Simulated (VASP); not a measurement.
A VASP calculation is set up with these files.

POSCAR:
```
CuAu
1
    2.8216350000     0.0000000000     0.0000000000
    0.0000000000     2.8129030000     0.0000000000
    0.0000000000     0.0000000000     3.6728890000
Cu Au
1 1
Direct
  0.0000000000   0.0000000000   0.0000000000
  0.5176750000   0.5000000000   0.5000000000
```

INCAR:
```
ISIF  =  2   ! forces and stress, cell fixed
LWAVE  =  .FALSE.
PREC  =  Accurate
SIGMA  =  0.1
LMAXMIX  =  6   ! l cut-off of mixed one-centre charges
ALGO  =  Normal   ! blocked Davidson
NELM  =  100
LREAL  =  Auto
SYSTEM  =  CuAu
ENCUT  =  400   ! plane-wave cut-off (eV)
GGA  =  PE   ! PBE
LASPH  =  .TRUE.   ! aspherical one-centre terms
ISMEAR  =  1   ! Methfessel-Paxton
LCHARG  =  .FALSE.
EDIFF  =  1E-6   ! SCF stop (eV)
```

### KPOINTS
```
Automatic
0
gamma
  12 12 9
0 0 0
```

POTCAR, in this order: Cu Au (PBE.64 set). Program: vasp_std.

Problem. Translate this PBE calculation to Ansatz.

Solution. One equivalent input (not run):
Ansatz 0.2 input:
```yaml
crystal:
  lattice:
    - [2.8216350, 0.0000000, 0.0000000]
    - [0.0000000, 2.8129030, 0.0000000]
    - [0.0000000, 0.0000000, 3.6728890]
  atoms:
    - { symbol: Cu, position: [0.0000000, 0.0000000, 0.0000000] }
    - { symbol: Au, position: [0.5176750, 0.5000000, 0.5000000] }
kpoints:
  mp_grid: { grid: [12, 12, 9] }
hamiltonian:
  xc: pbe
  pseudopotentials: { kind: paw }
scf:
  occupations: { method: methfessel_paxton, width: 0.1 }
  max_iter: 100
output: { forces: true, stress: true, eigenvalues: true }
```
What does not carry over: each code has its own PAW files, so the cut-off isn't converted (ENCUT is set for VASP's; basis.ecutwfc is left out, and Ansatz then takes the one that its files recommend); Ansatz stops its SCF on the density residual and VASP on the energy change (EDIFF).

The compound is CuAu in the L1_0 structure. The cell was not relaxed at this level, atoms are displaced from their ideal sites. The run is one of a series of settings (LREAL = Auto against the base run), some of them coarse on purpose.
